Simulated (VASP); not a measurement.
All values below come from r2SCAN meta-GGA, VASP's PBE PAW potentials (set 64) (plane waves; VASP).

VASP ran on this input.

INCAR:
```
# general
SYSTEM   =  GePt2
PREC     =  Accurate
ENCUT    =  400
LREAL    =  .FALSE.
LASPH    =  .TRUE.

# electronic loop
EDIFF    =  1E-6
NELM     =  100
ALGO     =  Normal
LMAXMIX  =  6
LMIXTAU  =  .TRUE.

# smearing
ISMEAR   =  1
SIGMA    =  0.1

# functional
METAGGA  =  R2SCAN

# ions
IBRION   =  2
NSW      =  60
ISIF     =  3
EDIFFG   =  -0.02

# output
LWAVE    =  .FALSE.
LCHARG   =  .FALSE.
```

### POSCAR
```
GePt2
1.0
  6.7277985540   0.0000000000   0.0000000000
 -3.3638992770   5.8264447939   0.0000000000
  0.0000000000   0.0000000000   3.5594709774
Ge Pt
3 6
Cartesian
  3.3639026409   1.9421463225   0.0000000000
 -0.0000033639   3.8842984714   0.0000000000
  0.0000000000   0.0000000000   1.7797354887
  0.8163447242   5.8264447939   1.7797354887
  1.2737772764   2.2062470870   1.7797354887
 -2.0901220006   3.6201977069   1.7797354887
 -0.9514053057   1.6478824227   0.0000000000
 -1.4610886656   5.8264447939   0.0000000000
  2.4124939713   4.1785623712   0.0000000000
```

**KPOINTS**
```
Automatic mesh
0
Gamma
5 5 8
0 0 0
```

POTCAR, in this order: Ge_d Pt (PBE.64 set). Program: vasp_std.

Output of the run:

OSZICAR:
```
       N       E                     dE             d eps       ncg     rms          rms(c)
DAV:   1     0.890442480490E+03    0.89044E+03   -0.39443E+04  4196   0.345E+03
DAV:   2    -0.159571748374E+03   -0.10500E+04   -0.10090E+04  3106   0.980E+02
DAV:   3    -0.362553460316E+03   -0.20298E+03   -0.19226E+03  3327   0.212E+02
DAV:   4    -0.377325381763E+03   -0.14772E+02   -0.14452E+02  3583   0.688E+01
DAV:   5    -0.377778551866E+03   -0.45317E+00   -0.45158E+00  3459   0.120E+01    0.267E+01
DAV:   6    -0.358832109902E+03    0.18946E+02   -0.15083E+01  3200   0.204E+01    0.134E+01
DAV:   7    -0.352091778236E+03    0.67403E+01   -0.20754E+00  3797   0.699E+00    0.581E+00
DAV:   8    -0.353479539585E+03   -0.13878E+01   -0.30957E+00  3174   0.757E+00    0.394E+00
DAV:   9    -0.353749596773E+03   -0.27006E+00   -0.84414E-01  3156   0.428E+00    0.989E-01
DAV:  10    -0.353702221000E+03    0.47376E-01   -0.10555E-01  3559   0.168E+00    0.221E-01
DAV:  11    -0.353792691849E+03   -0.90471E-01   -0.29036E-01  3202   0.206E+00    0.603E-01
DAV:  12    -0.353781659876E+03    0.11032E-01   -0.77783E-03  3682   0.493E-01    0.499E-01
DAV:  13    -0.353824744405E+03   -0.43085E-01   -0.65533E-03  3176   0.315E-01    0.295E-01
DAV:  14    -0.353862268534E+03   -0.37524E-01   -0.19596E-02  3316   0.496E-01    0.493E-02
DAV:  15    -0.353864346261E+03   -0.20777E-02   -0.96152E-04  3704   0.147E-01    0.312E-02
DAV:  16    -0.353865610972E+03   -0.12647E-02   -0.61313E-04  3250   0.958E-02    0.129E-02
DAV:  17    -0.353865634487E+03   -0.23514E-04   -0.42743E-05  3373   0.306E-02    0.420E-03
DAV:  18    -0.353865636736E+03   -0.22498E-05   -0.49689E-06  3002   0.139E-02    0.228E-03
DAV:  19    -0.353865638240E+03   -0.15036E-05   -0.16638E-06  2193   0.801E-03    0.176E-03
DAV:  20    -0.353865637448E+03    0.79144E-06   -0.91292E-07  1758   0.681E-03
   1 F= -.35386564E+03 E0= -.35386488E+03  d E =-.353866E+03
       N       E                     dE             d eps       ncg     rms          rms(c)
DAV:   1    -0.353877266221E+03   -0.11628E-01   -0.23227E-01  4081   0.389E+00    0.722E-01
DAV:   2    -0.353866892782E+03    0.10373E-01   -0.25593E-02  3285   0.102E+00    0.285E-01
DAV:   3    -0.353865589064E+03    0.13037E-02   -0.18657E-03  4237   0.433E-01    0.149E-01
DAV:   4    -0.353865131126E+03    0.45794E-03   -0.96833E-04  4170   0.241E-01    0.479E-02
DAV:   5    -0.353865309983E+03   -0.17886E-03   -0.22870E-04  3206   0.110E-01    0.260E-02
DAV:   6    -0.353865289161E+03    0.20823E-04   -0.40117E-05  4221   0.537E-02    0.949E-03
DAV:   7    -0.353865296844E+03   -0.76832E-05   -0.11538E-05  3010   0.153E-02    0.408E-03
DAV:   8    -0.353865295788E+03    0.10555E-05   -0.11271E-06  1718   0.596E-03    0.179E-03
DAV:   9    -0.353865294352E+03    0.14364E-05   -0.19832E-07  1610   0.321E-03    0.236E-04
DAV:  10    -0.353865294458E+03   -0.10587E-06   -0.56574E-08  1600   0.158E-03
   2 F= -.35386529E+03 E0= -.35386458E+03  d E =0.342991E-03
       N       E                     dE             d eps       ncg     rms          rms(c)
DAV:   1    -0.353870634863E+03   -0.53405E-02   -0.92539E-02  4076   0.247E+00    0.453E-01
DAV:   2    -0.353866437061E+03    0.41978E-02   -0.10209E-02  3270   0.640E-01    0.181E-01
DAV:   3    -0.353865910661E+03    0.52640E-03   -0.72742E-04  4232   0.271E-01    0.956E-02
DAV:   4    -0.353865701098E+03    0.20956E-03   -0.39674E-04  4167   0.154E-01    0.304E-02
DAV:   5    -0.353865784894E+03   -0.83796E-04   -0.92363E-05  3199   0.698E-02    0.166E-02
DAV:   6    -0.353865784610E+03    0.28387E-06   -0.16942E-05  4133   0.348E-02    0.600E-03
DAV:   7    -0.353865791170E+03   -0.65597E-05   -0.48261E-06  2849   0.101E-02    0.263E-03
DAV:   8    -0.353865792253E+03   -0.10829E-05   -0.44483E-07  1595   0.381E-03    0.118E-03
DAV:   9    -0.353865793203E+03   -0.94984E-06   -0.86073E-08  1575   0.218E-03
   3 F= -.35386579E+03 E0= -.35386505E+03  d E =-.155754E-03
```

**OUTCAR**
```
------------------------ aborting loop because EDIFF is reached ----------------------------------------
  FORCE on cell =-STRESS in cart. coord.  units (eV):
  Direction    XX          YY          ZZ          XY          YZ          ZX
  --------------------------------------------------------------------------------------
  Total        0.0371058      0.0371058      0.0327641      0.0000000     -0.0000000      0.0000000
  in kB        0.4266338      0.4266338      0.3767140      0.0000000     -0.0000000      0.0000000
  external PRESSURE =       0.4099939 kB  Pullay stress =       0.0000000 kB
  volume of cell :      139.35
      direct lattice vectors                 reciprocal lattice vectors
     6.724667796  0.000000000  0.000000000     0.148706231  0.085855577  0.000000000
    -3.362333898  5.823733478 -0.000000000     0.000000000  0.171711155  0.000000000
     0.000000000  0.000000000  3.558158713     0.000000000  0.000000000  0.281044237
 POSITION                                       TOTAL-FORCE (eV/Angst)
 -----------------------------------------------------------------------------------
      3.36234      1.94124     -0.00000        -0.000000      0.000000     -0.000000
     -0.00000      3.88249     -0.00000         0.000000     -0.000000     -0.000000
      0.00000      0.00000      1.77908         0.000000      0.000000     -0.000000
      4.17853      0.00000      1.77908         0.006249      0.000000      0.000000
      1.27307      2.20502      1.77908        -0.003124     -0.005411      0.000000
      4.63540      3.61871      1.77908        -0.003124      0.005411     -0.000000
     -0.95088      1.64697     -0.00000         0.005834     -0.010105      0.000000
      1.90176      0.00000     -0.00000        -0.011669     -0.000000     -0.000000
      2.41145      4.17676     -0.00000         0.005834      0.010105     -0.000000
 -----------------------------------------------------------------------------------
    total drift:                                0.000128      0.000227     -0.000003
  FREE ENERGIE OF THE ION-ELECTRON SYSTEM (eV)
  ---------------------------------------------------
  free  energy   TOTEN  =      -353.8657932028 eV

  energy  without entropy=     -353.8635653619  energy(sigma->0) =     -353.86505059

 reached required accuracy - stopping structural energy minimisation
```
(Selected blocks of OUTCAR.)

CONTCAR:
```
GePt2
   1.00000000000000
     6.7246677962154378    0.0000000000000000    0.0000000000000000
    -3.3623338981077189    5.8237334776583705   -0.0000000000000000
     0.0000000000000000    0.0000000000000000    3.5581587129937917
  Ge              Pt
     3     6
Direct
     0.6666669999999968    0.3333330000000032    0.0000000000000000
     0.3333330000000032    0.6666669999999968    0.0000000000000000
     0.0000000000000000    0.0000000000000000    0.5000000000000000
     0.6213733031041629    0.0000000000000000    0.5000000000000000
     0.3786266968958413    0.3786266968958456    0.5000000000000000
     0.9999999999999958    0.6213733031041544    0.5000000000000000
     0.0000000000000031    0.2828035756484151    0.0000000000000000
     0.2828035756484090    0.0000000000000000    0.0000000000000000
     0.7171964243515879    0.7171964243515849    0.0000000000000000
```

The structure comes from a computed database's GePt2 entry (P-62m); how it stands against other phases isn't given here. This run relaxes it. Symmetry was kept, so distortions that lower it aren't found. The start is the result of an earlier pass.
